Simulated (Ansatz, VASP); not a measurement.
# HfB2 (HfB2 (P6/mmm)): VASP beside Ansatz

Aim: how closely do two programs agree when they are given the same cell, functional and k mesh? The cell is taken from a series of runs on this material, whose earlier steps may have relaxed, scaled, displaced or heated it; both programs get it as it stands.

Main program and level: Ansatz 0.2.0; plane waves, with VASP 6.6.1 beside it; relaxation of cell and atoms at r2SCAN.

**1. Set-up**

It takes space group P6/mmm (No. 191, hexagonal). The conventional cell has a = 3.133 Å, b = 3.133 Å, c = 3.479 Å, α = 90.00°, β = 90.00°, γ = 120.00°. Hf has 12 B at 2.51 Å nearest. Nearest to B lie 3 B at 1.81 Å and 6 Hf at 2.51 Å. Farther neighbours are not listed.

**2. Ansatz: relaxation of cell and atoms, r2SCAN**

Ansatz runs on its PAW soft_1 files.

The relaxed volume is the usual yardstick between codes: in a stiff, nearly cubic crystal its relative difference is about their pressure difference at one cell divided by the bulk modulus.

input.yaml

```yaml
crystal:
  lattice:
    - [3.1326791, 0.0, 0.0]
    - [-1.5663395, 2.7129797, 0.0]
    - [0.0, 0.0, 3.479214]
  atoms:
    - { symbol: Hf, position: [0.0, 0.0, 0.0] }
    - { symbol: B, position: [0.33333333, 0.66666667, 0.5] }
    - { symbol: B, position: [0.66666667, 0.33333333, 0.5] }
basis:
  ecutwfc: 500
  xc_grid: 2
hamiltonian:
  xc: r2scan
  pseudopotentials: { kind: paw, azcp: { folder: soft_1 } }
kpoints:
  mp_grid: { grid: [14, 14, 11] }
scf:
  occupations: { method: fermi_dirac, width: 0.05 }
  max_iter: 150
output:
  forces: true
  stress: true
relax:
  f_tol: 0.01
  max_steps: 60
  cell: {}
checkpoint:
  write: "../r2scan.run"
  compress: false
  write_wavefunctions: false
  write_every: 100000
```

Command:

```bash
> ansatz run input.yaml --threads 4 --pin off --max-ram 6594MiB --backend cpu --events-out ev --progress --plain --runs-dir out
```

Numbers of over 12 decimals in the logs are rounded to 6 here.

What it wrote:

```text
Engine: ansatz 0.2.0, aarch64-unknown-linux-gnu
Pseudopotentials: kind: paw
Pseudopotential: Hf, paw, valence charge 26, recommended cutoff 500 eV (meta_gga), soft_1/Hf.paw.azcp
Pseudopotential: B, paw, valence charge 3, recommended cutoff 500 eV (meta_gga), soft_1/B.paw.azcp
Functional definition: r2SCAN
  parameter k0 = 0.174
  parameter k1 = 0.065
  parameter a1 = 4.9479
  exchange = r2scan_x(k0 = k0, k1 = k1, a1 = a1)
  correlation = r2scan_c
Crystal: 3 atoms, lattice volume = 29.569 Å³
Basis set: ecut = 500 eV, 745 PW (Γ), exchange–correlation on 48×48×54 points (8 copies of the dense FFT grid, shifted against one another)
Bands: 20, of which v1, the nominal top of the filled ones, is band 16 counted from 1 (15 counted from 0)
Symmetry: 24 space group operations
Space group: P6/mmm (ITA 191), of the structure as read, at distance tolerance 3.1e-5 Å
k-points: 144 of 2156
Non-local potential: Hf, projectors of the file, l = 0: 3, l = 1: 2, l = 2: 2, l = 3: 3
Non-local potential: B, projectors of the file, l = 0: 2, l = 1: 2, l = 2: 1
PAW form: soft (Blöchl's): semilocal exchange-correlation on the pseudo side does not see the compensation charge
PAW frozen core: Hf, regenerated for the run's functional (the file was generated under x = pbe(κ = 0.804, μ = 0.219515), c = pbe(β = 0.066725))
PAW frozen core: B, regenerated for the run's functional (the file was generated under x = pbe(κ = 0.804, μ = 0.219515), c = pbe(β = 0.066725))
PAW one-centre angular grid: Hf, 974 points (default); XC on 224 Gauss nodes
PAW one-centre angular grid: B, 302 points (default); XC on 223 of its mesh's 2233 points in the sphere
Initial density: superposition of atomic densities (chi_scale 0.1, normalization cell, long waves kept (reshape's long-wave potential 0.00 eV rms))
Initial wavefunctions: pseudopotential atomic-orbital guess
Functional: x = r2scan, c = r2scan; τ floored in thin density (d = 2e-4 eV/Å³)
SCF iter   1: F=—  HF=-16050.310060 eV  |F-HF|=—  |Δ(HF+E_count)|=         —  Δρ=5.92e-2  dr2=1.56e0  dr2_τ=4.01e-1  ethr=3.10e-3  ⟨swp⟩=4.6  Hψ=11506  notcnv=0
preconditioner: auto → none  [metal: Δε(μ)=0.032 eV  Ē_g=17.584 eV  σ=0.050 eV  W_gap=0.16  n_scr=8 (ndim 8)  ℏωp=37.4 eV  f_vac=0.000  D(μ)=0.28/eV (n_scr^D=0)  sad-step TF]
SCF iter   2: F=—  HF=-16050.228045 eV  |F-HF|=—  |Δ(HF+E_count)|=   8.20e-2  Δρ=3.62e-2  dr2=5.93e-1  dr2_τ=9.85e-3  ethr=3.10e-3  ⟨swp⟩=2.0  Hψ=4620  notcnv=0
SCF iter   3: F=—  HF=-16050.127210 eV  |F-HF|=—  |Δ(HF+E_count)|=   1.01e-1  Δρ=5.26e-3  dr2=5.18e-3  dr2_τ=8.61e-4  ethr=1.85e-3  ⟨swp⟩=2.7  Hψ=5712  notcnv=0
SCF iter   4: F=—  HF=-16050.102855 eV  |F-HF|=—  |Δ(HF+E_count)|=   2.44e-2  Δρ=3.89e-3  dr2=3.50e-3  dr2_τ=8.22e-4  ethr=1.62e-5  ⟨swp⟩=2.8  Hψ=7258  notcnv=0
SCF iter   5: F=—  HF=-16050.106161 eV  |F-HF|=—  |Δ(HF+E_count)|=   3.31e-3  Δρ=1.72e-3  dr2=1.53e-3  dr2_τ=2.58e-4  ethr=1.09e-5  ⟨swp⟩=2.1  Hψ=5663  notcnv=0
SCF iter   6: F=—  HF=-16050.105838 eV  |F-HF|=—  |Δ(HF+E_count)|=   3.23e-4  Δρ=3.30e-4  dr2=3.34e-5  dr2_τ=1.95e-6  ethr=4.79e-6  ⟨swp⟩=2.0  Hψ=4030  notcnv=0
SCF iter   7: F=—  HF=-16050.105838 eV  |F-HF|=—  |Δ(HF+E_count)|=   3.87e-7  Δρ=1.00e-4  dr2=3.23e-6  dr2_τ=9.19e-8  ethr=1.04e-7  ⟨swp⟩=2.0  Hψ=5069  notcnv=0
SCF iter   8: F=-16050.105838 eV  HF=-16050.105838 eV  |F-HF|=1.78e-8  |Δ(HF+E_count)|=   4.14e-7  Δρ=8.25e-6  dr2=6.81e-9  dr2_τ=3.60e-9  ethr=3.13e-10  ⟨swp⟩=4.0  Hψ=13508  notcnv=0
SCF 1 converged in 8 iterations: F = -16050.105838 eV  dr2 = 6.81e-9
  greatest PAW one-centre occupation: 0.998 electrons in one spin orbital (limit 2), on the Hf atom at site 0 (counted from 0), in its partial waves of l = 3
relax step   1: F+E_penalty+E_count = -16050.10583755 eV  Δ(F+E_penalty+E_count) = +0.000e0 eV  max|allowed force component| = 2.467e-16 eV/Å  Δτ_max = 0.0000 Å  P = +0.708 GPa  Ω = 29.569 Å³  (8 SCF iters, dr2 threshold 1.00e-7 eV, accepted)
[...]
relax step   2: F+E_penalty+E_count = -16050.10603250 eV  Δ(F+E_penalty+E_count) = -1.949e-4 eV  max|allowed force component| = 1.789e-16 eV/Å  Δτ_max = 0.0000 Å  P = -0.104 GPa  Ω = 29.660 Å³  energy of the carried Pulay correction = -1.434e-5 eV  (4 SCF iters, dr2 threshold 3.00e-7 eV, accepted)
[...]
relax step   3: F+E_penalty+E_count = -16050.10603926 eV  Δ(F+E_penalty+E_count) = -6.760e-6 eV  max|allowed force component| = 1.758e-16 eV/Å  Δτ_max = 0.0000 Å  P = +0.013 GPa  Ω = 29.645 Å³  energy of the carried Pulay correction = -1.197e-5 eV  (2 SCF iters, dr2 threshold 5.38e-8 eV, accepted)
[...]
relax step   4: F+E_penalty+E_count = -16050.10605052 eV  Δ(F+E_penalty+E_count) = -1.126e-5 eV  max|allowed force component| = 1.758e-16 eV/Å  Δτ_max = 0.0000 Å  P = +0.012 GPa  Ω = 29.645 Å³  stress off target by 4.42e-2 GPa  SCF on the basis re-selected at this cell (its energy is not comparable with the rows above)  (5 SCF iters)
basis re-selected at this cell: Δ(F+E_penalty+E_count) = -1.126e-5 eV, ΔP = -0.000 GPa vs the last step (what re-selecting the basis moved, of the pressure what is left beyond the Pulay correction that the steps carried, after the strain that the cell walked since its last selection, with what the two solves' SCF thresholds leave and, on support functions, any second-order correction that the steps lacked; it is no m [...]
SCF converged after 5 iterations
Free energy (F): -16050.106051 eV
Harris-Foulkes:  -16050.106051 eV  (|F-HF|=6.18e-11)
Internal energy: -16050.103745 eV  (E = F + TS)
E sigma→0 (E₀):  -16050.104898 eV
Entropy (-TS):   -0.002305 eV (-0.768 meV/atom)
Fermi energy:    19.328984 eV
--- Per-component energies (eV) ---
  E_band       = 69.684778
  E_kinetic    = 510.961962
  E_local      = -6513.802328  (includes V_loc(G=0)·N_el)
  E_nonlocal   = 71.906274
  E_hartree    = 3210.870453
  E_xc         = -318.128726
  E_vxc        = -367.261299  (∫ρ·V_xc dr)
  E_paw        = -7881.379605  (= ΣΔE_a)
  E_vpaw       = -71.866937  (= ΣTr[D̂ρ^β])
  E_aug_tail   = 0.000089  (compensation charges beyond the density's cutoff)
  E_vtau       = 18.006053  (kinetic-family band-sum trace: ∫τ·v_τ [+ j·A + Jᵃ·Aᵃ] dr)
  E_ewald      = -5130.816534
  E_core_change = 0.284670  (= ΣΔE_core)
  E_smearing   = -0.002305  (= −TS)
  E_closure    = -0.000000  (closes the sum)
  Σ components = -16050.106051   (vs F -16050.106051, Δ=0.00e0)
--- Forces (eV/Å), atoms counted from 1 ---
  atom   1  Hf     0.00000000     0.00000000     0.00000000
  atom   2  B      0.00000000    -0.00000000    -0.00000000
  atom   3  B      0.00000000     0.00000000     0.00000000
  max |Σ_I F_I| component: 5.55e-17 eV/Å
--- Stress (GPa, compression-positive) ---
       -0.003794      -0.000000      -0.000000
       -0.000000      -0.003794       0.000000
       -0.000000       0.000000       0.044245
  P = ⅓ Tr σ = 0.0122 GPa (0.122 kbar)
--- Relaxed structure (3 steps of the walk, 3 accepted, 1 SCFs on fresh bases) ---
  F+E_penalty+E_count = -16050.10605052 eV   max|allowed force component| = 1.758e-16 eV/Å   (the final SCF, on the basis selected at the relaxed cell)
  cell:  # Å, volume = 29.6454 Å³
    - [3.136816, -2.890563551609668e-8, 0]
    - [-1.568408, 2.716562, 0]
    - [0, 0, 3.478956]
  atoms:
    - { symbol: Hf, position: [0, 0, 0] }
    - { symbol: B, position: [0.333333, 0.666667, 0.5] }
    - { symbol: B, position: [0.666667, 0.333333, 0.5] }
```

**3. VASP: relaxation of cell and atoms, r2SCAN**

The same cell, functional, mesh and smearing now go to VASP, with its own data sets.

Lines of VASP's logs that name or quote its potential files are left out, and so is its time.

INCAR

```
SYSTEM = HfB2
PREC = Accurate
ENCUT = 550
EDIFF = 1E-07
NELM = 120
ISMEAR = -1
SIGMA = 0.05
LREAL = .FALSE.
ALGO = Normal
METAGGA = R2SCAN
LASPH = .TRUE.
NBANDS = 14
LORBIT = 11
LWAVE = .FALSE.
LCHARG = .FALSE.
ISIF = 3
IBRION = 2
NSW = 80
EDIFFG = -0.005
GGA_COMPAT = .FALSE.
NELMIN = 4
LMIXTAU = .TRUE.
KPAR = 2
```

POSCAR

```
HfB2
1.0
    3.1326790000      0.0000000000      0.0000000000
   -1.5663400000      2.7129800000      0.0000000000
    0.0000000000      0.0000000000      3.4792140000
Hf B
1 2
Direct
    0.0000000000      0.0000000000      0.0000000000
    0.3333333783      0.6666665438      0.5000000000
    0.6666669409      0.3333334562      0.5000000000
```

KPOINTS

```
Automatic mesh
0
Gamma
14 14 11
0 0 0
```

PAW data sets: Hf_pv and B (PBE family, release 64).

Command:

```bash
> mpirun -np 2 vasp_std
```

What it wrote:

```text
[banner, memory and clock lines left out]
running    2 mpi-ranks, on    1 nodes
 distrk:  each k-point on    1 cores,    2 groups
 distr:  one band on    1 cores,    1 groups

 POSCAR found type information on POSCAR HfB
 POSCAR found :  2 types and       3 ions
|                                                                             |
|               ----> ADVICE to this user running VASP <----                  |
|                                                                             |
|     You enforced a specific xc type in the INCAR file but a different       |
|     [... a line on the potential file left out ...]
|     I HOPE YOU KNOW WHAT YOU ARE DOING!                                     |
|                                                                             |

 LDA part: xc-table for (None), standard interpolation
 POSCAR, INCAR and KPOINTS ok, starting setup
 FFT: planning ... GRIDC
 FFT: planning ... GRID_SOFT
 FFT: planning ... GRID
 WAVECAR not read
 entering main loop
       N       E                     dE             d eps       ncg     rms          rms(c)
DAV:   1    -0.636560713797E+01   -0.63656E+01   -0.86783E+03  4032   0.117E+03
DAV:   2    -0.663705275028E+02   -0.60005E+02   -0.56092E+02  5178   0.243E+02
DAV:   3    -0.681610777847E+02   -0.17906E+01   -0.17757E+01  5418   0.309E+01
DAV:   4    -0.681719906066E+02   -0.10913E-01   -0.10910E-01  4650   0.278E+00
DAV:   5    -0.681720735650E+02   -0.82958E-04   -0.82952E-04  5352   0.212E-01    0.579E+01
DAV:   6    -0.630787465150E+02    0.50933E+01   -0.35310E+00  5112   0.152E+01    0.398E+01
DAV:   7    -0.628264773873E+02    0.25227E+00   -0.10154E+00  4980   0.964E+00    0.550E+00
DAV:   8    -0.630391239712E+02   -0.21265E+00   -0.74435E-01  4458   0.948E+00    0.616E+00
DAV:   9    -0.629935039249E+02    0.45620E-01   -0.50223E-01  4974   0.662E+00    0.566E+00
DAV:  10    -0.630757770003E+02   -0.82273E-01   -0.53290E-02  4800   0.192E+00    0.129E+00
DAV:  11    -0.630867018383E+02   -0.10925E-01   -0.30228E-02  4860   0.163E+00    0.797E-01
DAV:  12    -0.630896035868E+02   -0.29017E-02   -0.16086E-03  4602   0.363E-01    0.285E-01
DAV:  13    -0.630908285683E+02   -0.12250E-02   -0.89805E-04  4878   0.297E-01    0.427E-02
DAV:  14    -0.630908181553E+02    0.10413E-04   -0.33232E-04  4572   0.184E-01    0.120E-01
DAV:  15    -0.630908914351E+02   -0.73280E-04   -0.20582E-05  4560   0.422E-02    0.792E-02
DAV:  16    -0.630909337901E+02   -0.42355E-04   -0.32659E-05  4872   0.544E-02    0.781E-03
DAV:  17    -0.630909331200E+02    0.67011E-06   -0.14937E-06  4692   0.109E-02    0.230E-03
DAV:  18    -0.630909329531E+02    0.16693E-06   -0.13406E-07  3560   0.398E-03    0.142E-03
DAV:  19    -0.630909329213E+02    0.31803E-07   -0.52006E-08  2106   0.269E-03
   1 F= -.63090933E+02 E0= -.63089814E+02  d E =-.630909E+02
[...]
2 F= -.63090966E+02 E0= -.63089844E+02  d E =-.331558E-04
[...]
3 F= -.63090968E+02 E0= -.63089846E+02  d E =-.348715E-04
[...]
4 F= -.63090963E+02 E0= -.63089841E+02  d E =0.443082E-05
 trial-energy change:    0.000004  1 .order   -0.000000   -0.000008    0.000008
 step:   0.4933(harm=  0.4933)  dis= 0.00000  next Energy=   -63.090970 (dE=-0.210E-05)
 bond charge predicted
       N       E                     dE             d eps       ncg     rms          rms(c)
DAV:   1    -0.630909669597E+02   -0.36077E-05   -0.10234E-04  4146   0.875E-02    0.356E-02
DAV:   2    -0.630909674912E+02   -0.53150E-06   -0.48497E-06  4410   0.206E-02    0.134E-02
DAV:   3    -0.630909666607E+02    0.83052E-06   -0.16397E-06  4680   0.107E-02    0.110E-02
DAV:   4    -0.630909672142E+02   -0.55345E-06   -0.78229E-08  2520   0.276E-03    0.875E-03
DAV:   5    -0.630909667387E+02    0.47546E-06   -0.64789E-08  2102   0.226E-03    0.287E-03
DAV:   6    -0.630909677496E+02   -0.10109E-05   -0.10123E-07  3318   0.298E-03    0.972E-04
DAV:   7    -0.630909672704E+02    0.47917E-06   -0.14734E-08  2022   0.107E-03    0.274E-04
DAV:   8    -0.630909676232E+02   -0.35284E-06   -0.38915E-09  2016   0.615E-04    0.115E-04
DAV:   9    -0.630909674079E+02    0.21533E-06   -0.57040E-10  2016   0.254E-04    0.609E-05
DAV:  10    -0.630909674805E+02   -0.72604E-07   -0.15891E-10  2016   0.108E-04
   5 F= -.63090967E+02 E0= -.63089846E+02  d E =0.312304E-06
 curvature:  -0.27 expect dE=-0.380E-08 dE for cont linesearch -0.123E-09
 trial: gam= 0.01989 g(F)=  0.108E-42 g(S)=  0.141E-07 ort =-0.650E-07 (trialstep = 0.868E+00)
 search vector abs. value=  0.153E-07
 reached required accuracy - stopping structural energy minimisation
```

Parts of OUTCAR (step 3):

```text
ion  position               nearest neighbor table
   1  0.000  0.000  0.000-   2 2.51   2 2.51   3 2.51   3 2.51   2 2.51   2 2.51   3 2.51   3 2.51
                             3 2.51   3 2.51   2 2.51   2 2.51
   2  0.333  0.667  0.500-   3 1.81   3 1.81   3 1.81   1 2.51   1 2.51   1 2.51   1 2.51   1 2.51
                             1 2.51
   3  0.667  0.333  0.500-   2 1.81   2 1.81   2 1.81   1 2.51   1 2.51   1 2.51   1 2.51   1 2.51
                             1 2.51

  LATTYP: Found a hexagonal cell.
 ALAT       =     3.1326790000
 C/A-ratio  =     1.1106193772

 Subroutine GETGRP returns: Found 24 space group operations
 (whereof 24 operations were pure point group operations)

The static configuration has the point symmetry D_6h.

 Found    144 irreducible k-points:

   k-points           NKPTS =    144   k-points in BZ     NKDIM =    144   number of bands    NBANDS=     14

   dimension x,y,z NGX =    24 NGY =   24 NGZ =   28
   dimension x,y,z NGXF=    48 NGYF=   48 NGZF=   56

   ENCUT  =  550.0 eV  40.42 Ry    6.36 a.u.   5.99  5.99  6.65*2*pi/ulx,y,z

   NELECT =      16.0000    total number of electrons

 k-points in reciprocal lattice and weights: Automatic mesh
   0.00000000  0.00000000  0.00000000       0.000
   0.07142857 -0.00000000  0.00000000       0.003
   0.14285714  0.00000000  0.00000000       0.003
   0.21428571 -0.00000000  0.00000000       0.003
   0.28571429 -0.00000000  0.00000000       0.003
   0.35714286  0.00000000  0.00000000       0.003
   0.42857143 -0.00000000  0.00000000       0.003
   0.50000000  0.00000000  0.00000000       0.001
   0.07142857  0.07142857  0.00000000       0.003
[...]
0.28571429  0.28571429  0.45454545       0.006
   0.35714286  0.28571429  0.45454545       0.006

 average (electrostatic) potential at core
       1 -40.0322       2 -26.2474       3 -26.2474

 E-fermi :   7.7983

 k-point     1 :       0.0000    0.0000    0.0000
  band No.  band energies     occupation
    ...
      4      -6.9530      2.00000
      5       4.6317      2.00000
      6       4.6693      2.00000
      7       4.6977      2.00000
      8       4.6977      2.00000
      9      12.0100      0.00000
     10      12.0100      0.00000
     11      12.7149      0.00000
     12      12.7149      0.00000
     13      12.9043      0.00000
    ...

 k-point     2 :       0.0714   -0.0000    0.0000
  band No.  band energies     occupation
    ...
      4      -6.8362      2.00000
      5       4.3431      2.00000
      6       4.5755      2.00000
      7       4.6857      2.00000
      8       4.7483      2.00000
      9      11.6801      0.00000
     10      11.9268      0.00000
     11      12.0416      0.00000
     12      12.1526      0.00000
     13      13.3543      0.00000
    ...

 k-point     3 :       0.1429    0.0000    0.0000
  band No.  band energies     occupation
    ...
      4      -6.4953      2.00000
      5       3.4646      2.00000
      6       4.3361      2.00000
      7       4.6355      2.00000
      8       5.0464      2.00000
      9      10.6132      0.00000
     10      11.6687      0.00000
     11      11.7046      0.00000
     12      12.3553      0.00000
     13      14.0115      0.00000
    ...

  Total        0.0006402      0.0006402     -0.0002430     -0.0000000      0.0000000     -0.0000000
  in kB        0.0346872      0.0346872     -0.0131664     -0.0000000      0.0000000     -0.0000000
  external PRESSURE =       0.0187360 kB  Pullay stress =       0.0000000 kB

  energy-cutoff  :      550.00
  volume of cell :       29.57
      direct lattice vectors                 reciprocal lattice vectors
     3.134068952 -0.000000000 -0.000000000     0.319074027  0.184217507 -0.000000000
    -1.567034976  2.714183734 -0.000000000     0.000000000  0.368434895  0.000000000
     0.000000000 -0.000000000  3.476347621     0.000000000  0.000000000  0.287658229

 POSITION                                       TOTAL-FORCE (eV/Angst)
 -----------------------------------------------------------------------------------
     -0.00000      0.00000     -0.00000         0.000000      0.000000      0.000000
     -0.00000      1.80946      1.73817        -0.000000      0.000000     -0.000000
      1.56703      0.90473      1.73817        -0.000000     -0.000000      0.000000
 -----------------------------------------------------------------------------------
    total drift:                               -0.000045     -0.000000      0.000000

  FREE ENERGIE OF THE ION-ELECTRON SYSTEM (eV)
  ---------------------------------------------------
  free  energy   TOTEN  =       -63.0909674805 eV

  energy  without entropy=      -63.0887235644  energy(sigma->0) =      -63.08984552

 reached required accuracy - stopping structural energy minimisation

 total charge
# of ion       s       p       d       tot
------------------------------------------
    1        0.302   6.597   1.827   8.726
    2        0.679   1.279   0.000   1.957
    3        0.679   1.279   0.000   1.957
--------------------------------------------------
tot          1.660   9.154   1.827  12.641

[... 3 further parts left out ...]
```

**4. Differences**

Known differences besides the potentials themselves: VASP keeps PBE cores, Ansatz makes them for the functional; the data sets hold 32 valence electrons in Ansatz (on its PAW soft_1 files) and 16 in VASP; the cutoff is 500 eV in Ansatz and 550 eV in VASP; Ansatz adds a Pulay correction to the stress that steers its cell, VASP none. Total energies have different zeros and are not compared.

Compared:

| quantity | Ansatz | VASP | difference |
| --- | --- | --- | --- |
| volume (Å³) | 29.65 | 29.57 | +0.25 % |
| edge a after relaxation, in the typed setting (Å) | 3.137 | 3.134 | +0.09 % |
| edge c after relaxation, in the typed setting (Å) | 3.479 | 3.476 | +0.08 % |

**5. Results**

| Item | Value |
| --- | --- |
| difference in volume (relaxation of cell and atoms, r2SCAN) | 0.25 % |

What this shows: The difference in volume is 0.25 % (relaxation of cell and atoms, r2SCAN), within the 1.2 % picked in this series as the mark of a large difference, as far as the stopping tolerances let one tell. The data sets hold unlike numbers of valence electrons (32 in Ansatz and 16 in VASP), so part of the differences comes from the potentials. How closely two codes agree says nothing of how well the functional describes the real material.

[Lines on the potential files, build, host, timing and source positions are cut from VASP's logs without a mark.]

[Logs are printed without paths, hosts, clocks, repeated set-up lines and the standing remarks that a program may print on its own settings, such as how far it seeks lower states.]

[Hosts, paths, dates, database ids (printed as entryN), source tags and the programs' standing remarks are cut or masked in the printed files.]
